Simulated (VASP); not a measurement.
VASP runs on CdSe (space group P6_3mc) share one base input (PBE GGA, plane waves, VASP's PBE PAW potentials (set 64)) and change the settings named in each case.

POSCAR:
```
CdSe
1.0
  4.3907780000   0.0000000000   0.0000000000
 -2.1953890000   3.8025250000   0.0000000000
  0.0000000000   0.0000000000  21.5453620000
Cd Se
6 6
Direct
  0.0000000000   0.0000000000   0.0000000000
  0.0000000000   0.0000000000   0.5000000000
  0.6666670000   0.3333330000   0.8332500000
  0.3333330000   0.6666670000   0.3332500000
  0.6666670000   0.3333330000   0.1665000000
  0.3333330000   0.6666670000   0.6665000000
  0.0000000000   0.0000000000   0.8746000000
  0.0000000000   0.0000000000   0.3746000000
  0.6666670000   0.3333330000   0.7078500000
  0.3333330000   0.6666670000   0.2078500000
  0.6666670000   0.3333330000   0.0415000000
  0.3333330000   0.6666670000   0.5415000000
```

### KPOINTS
```
Automatic mesh
0
Gamma
4 4 1
0.5 0.5 0.5
```

**INCAR**
```
GGA  =  PE   ! PBE
NELM  =  100   ! most electronic steps
LWAVE  =  .FALSE.
SIGMA  =  0.05   ! width (eV)
ISMEAR  =  -1   ! Fermi-Dirac
LMAXMIX  =  4   ! l cut-off of mixed one-centre charges
EDIFF  =  1E-6
SYSTEM  =  CdSe
PREC  =  Accurate
ALGO  =  Normal
ISIF  =  2   ! forces and stress, cell fixed
LASPH  =  .TRUE.   ! aspherical one-centre terms
LREAL  =  .FALSE.   ! projection in real space or not
LCHARG  =  .FALSE.
ENCUT  =  300   ! plane-wave cut-off (eV)
```

POTCAR, in this order: Cd Se (PBE.64 set). Program: vasp_std.

```csv
change,E(σ→0) (eV/atom),pressure (GPa),−TS (eV)
base run,-2.7516,-0.15,0.0000
ISYM = 0,-2.7516,-0.15,0.0000
SIGMA = 0.8,-2.6370,1.87,-6.7655
"GGA removed, POTCAR Cd Se (LDA.64 set)",-3.3456,…,0.0000
"KPOINTS 1×1×1 Γ-centred mesh shifted by (0.5, 0.5, 0.5)",-3.1859,-3.20,0.0000
```

Question: Complete the blanks.

Answer: 
- GGA removed, POTCAR Cd Se (LDA.64 set), pressure (GPa): -4.34

Energies of different potentials or functionals have different zeros.  At 300 eV the pressure can carry a Pulay error.

Left out are runs that ran out of time, are held back, or changed the cell or the kind of run, fixed moments of cells without a moment, rows past the twelfth, gaps on odd meshes, pressures of charged cells and columns that move by less than the noise.

The structure was generated: CdSe was put into an ordered model structure, which need not be its known phase. The cell was not relaxed at this level, its lattice was scaled by up to 2.5 %.
